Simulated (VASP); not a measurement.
Input of a VASP 6.6.1 run:

The input INCAR:

```
SYSTEM = TaSn11O24
PREC     = Accurate       ! precision mode
ENCUT    = 520            ! plane-wave cutoff, eV
EDIFF    = 1E-7           ! SCF threshold, eV
ISMEAR   = -1             ! smearing method
SIGMA    = 0.01           ! smearing width, eV
LREAL    = Auto         
LASPH    = .True.         ! aspherical terms in the spheres
NELM     = 100            ! most SCF steps
ALGO     = Fast           ! electronic algorithm
ISIF     = 2              ! what is computed and relaxed
LWAVE    = .False.        ! write WAVECAR
LCHARG   = .False.        ! write CHGCAR
GGA      = PE             ! functional
NBANDS   = 178            ! bands
NELECT   = 308.0
```

File KPOINTS:

```
Automatic mesh
0
Gamma
  3 3 2
  0 0 0
```

Contents of POSCAR:

```
TaSn11O24
1.0
    4.7648180450      4.7648180450      0.0000000000
   -4.7648180450      4.7648180450      0.0000000000
    0.0000000000      0.0000000000      9.6224993100
Ta Sn O
1 11 24
Direct
    0.5000000000      0.0000000000      0.1666666667
    0.5000000000      0.0000000000      0.5000000000
    0.5000000000      0.0000000000      0.8333333333
    0.0000000000      0.5000000000      0.1666666667
    0.0000000000      0.5000000000      0.5000000000
    0.0000000000      0.5000000000      0.8333333333
    0.0000000000      0.0000000000      0.0000000000
    0.0000000000      0.0000000000      0.3333333333
    0.0000000000      0.0000000000      0.6666666667
    0.5000000000      0.5000000000      0.0000000000
    0.5000000000      0.5000000000      0.3333333333
    0.5000000000      0.5000000000      0.6666666667
    0.5000000000      0.3059723000      0.1666666667
    0.5000000000      0.3059723000      0.5000000000
    0.5000000000      0.3059723000      0.8333333333
    0.0000000000      0.8059723000      0.1666666667
    0.0000000000      0.8059723000      0.5000000000
    0.0000000000      0.8059723000      0.8333333333
    0.5000000000      0.6940277000      0.1666666667
    0.5000000000      0.6940277000      0.5000000000
    0.5000000000      0.6940277000      0.8333333333
    0.0000000000      0.1940277000      0.1666666667
    0.0000000000      0.1940277000      0.5000000000
    0.0000000000      0.1940277000      0.8333333333
    0.3059723000      0.0000000000      0.0000000000
    0.3059723000      0.0000000000      0.3333333333
    0.3059723000      0.0000000000      0.6666666667
    0.8059723000      0.5000000000      0.0000000000
    0.8059723000      0.5000000000      0.3333333333
    0.8059723000      0.5000000000      0.6666666667
    0.6940277000      0.0000000000      0.0000000000
    0.6940277000      0.0000000000      0.3333333333
    0.6940277000      0.0000000000      0.6666666667
    0.1940277000      0.5000000000      0.0000000000
    0.1940277000      0.5000000000      0.3333333333
    0.1940277000      0.5000000000      0.6666666667
```

Potentials or basis: VASP PAW PBE potentials, release 64 (Ta_pv, Sn_d, O).

The run is started by

```bash
$ cat potpaw_PBE.64/Ta_pv/POTCAR potpaw_PBE.64/Sn_d/POTCAR potpaw_PBE.64/O/POTCAR > POTCAR
$ mpirun -np 1 vasp_std > vasp.out
```

(1) What does it give for the band gap on the k mesh?

(2) Predict the largest force.

## Answers

(1) 1.28 eV, direct.

(2) 2.109 eV/Å.

Caveat: the cell carries a net charge on a neutralising background, which shifts energy and pressure; the cell is charged against a uniform background, so pressure and absolute levels hang on convention; spin-orbit coupling is left out, which moves the levels of the heavy elements.
